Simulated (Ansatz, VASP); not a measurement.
One calculation of TaF3, two programs

```xyz
4
Lattice="3.9652 0.0000 0.0000 0.0000 3.9652 0.0000 0.0000 0.0000 3.9652" Properties=species:S:1:pos:R:3 pbc="T T T"
Ta    0.0000    0.0000    0.0000
F     1.9826    0.0000    0.0000
F     0.0000    1.9826    0.0000
F     0.0000    0.0000    1.9826
```

Alike in both runs: task single point; functional PBE; k mesh 6 × 6 × 6; occupations fermi-dirac, width 0.15 eV; no spin polarisation.

|  | VASP | Ansatz |
| --- | --- | --- |
| version | VASP 6.6.1 | Ansatz 0.2.0 |
| potentials or method | VASP PAW PBE potentials, release 64 (Ta_pv, F) | plane waves, PAW |
| plane-wave cutoff (eV) | 520 | 470 |
| valence electrons in the cell | 32 | 34 |

|  | VASP | Ansatz | Ansatz less VASP |
| --- | --- | --- | --- |
| pressure (GPa) | 16.8 | 16.6 | -0.27 |

The two sets of potentials don't hold the same shells in valence.

Caveats: so large a pressure means that the cell lies far from this level's equilibrium, or that cutoff or potentials fall short (VASP). The runs have no spin-orbit coupling, so splittings on Ta are missing.
